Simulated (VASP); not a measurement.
```xyz
3
Lattice="4.0470 0.0000 0.0000 -2.0235 3.5048 0.0000 0.0000 0.0000 5.4784" Properties=species:S:1:pos:R:3 pbc="T T T"
Te     2.0235     1.1683     4.1135
Te     0.0000     2.3365     1.3649
Pt     0.0000     0.0000     0.0000
```

Calculation: PBE GGA, VASP's PBE PAW potentials (set 64) (plane waves; VASP 6.6.1). Numerical set-up: 300 eV cut-off, 8×8×5 Γ-centred mesh, Fermi-Dirac smearing of 0.10 eV, potentials Te Pt.

Give the energies of bands 3 to 14 at the high-symmetry points, in eV from the Fermi level.

| band | Γ | M | K | A | L | H |
|---|---|---|---|---|---|---|
| 3 | -6.47 | -6.55 | -6.42 | -5.53 | -6.93 | -5.90 |
| 4 | -5.58 | -5.02 | -5.36 | -5.53 | -5.36 | -5.77 |
| 5 | -5.58 | -4.68 | -5.36 | -4.65 | -5.21 | -5.77 |
| 6 | -3.71 | -3.73 | -4.26 | -3.73 | -4.42 | -4.01 |
| 7 | -3.71 | -3.40 | -4.26 | -3.73 | -3.41 | -4.01 |
| 8 | -2.65 | -3.34 | -3.55 | -2.29 | -3.36 | -3.76 |
| 9 | -0.47 | -3.33 | -2.24 | -1.53 | -3.19 | -3.46 |
| 10 | -0.47 | -3.12 | -1.84 | -0.95 | -2.40 | -2.58 |
| 11 | 1.14 | -2.84 | -1.84 | -0.95 | -0.90 | -2.58 |
| 12 | 1.23 | 0.23 | -0.20 | 2.11 | 0.70 | 2.06 |
| 13 | 1.23 | 2.29 | -0.20 | 2.11 | 1.31 | 2.06 |
| 14 | 3.03 | 3.65 | 2.70 | 4.05 | 3.75 | 5.51 |

It has no gap at this level: it comes out as a metal or semimetal.

The structure comes from a computed database's Te2Pt entry; how it stands against other phases isn't given here. The cell was not relaxed at this level.
